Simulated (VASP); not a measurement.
The system is F2, in a box.

```
CELL_PARAMETERS angstrom
11.00000 0.00000 0.00000
0.00000 10.00000 0.00000
0.00000 0.00000 10.00000
ATOMIC_POSITIONS crystal
F 0.44810 0.52334 0.47390
F 0.55426 0.48086 0.53290
```

Base run:

| Item | Value |
| --- | --- |
| Program | VASP 6.6.1 |
| Functional | PBE |
| Potentials or basis | VASP PAW PBE potentials, release 64 (F) |
| Cutoff | 520 eV |
| k mesh | 1 × 1 × 1 |
| Occupations | gaussian, width 0.01 eV |
| Spin | no spin polarisation |

Its results: gap between the frontier levels 4.04 eV; largest force 1.972 eV/Å.

Question: After a change of settings the same cell gave: gap between the frontier levels 8.25 eV; largest force 0.610 eV/Å. Which change was it?
A. further incar settings from ALGO = Normal; EDIFF = 1e-07; NBANDS = 14 to ALGO = Normal; EDIFF = 1e-06
B. functional from PBE to PBE0; dispersion from none to D4
C. further incar settings from ALGO = Normal; EDIFF = 1e-07; NBANDS = 14 to ALGO = Normal; EDIFF = 1e-06; dispersion from none to TS

Answer: B.

Caveats: the PAW data sets were made with another functional, which shifts forces and pressure a little (some runs).
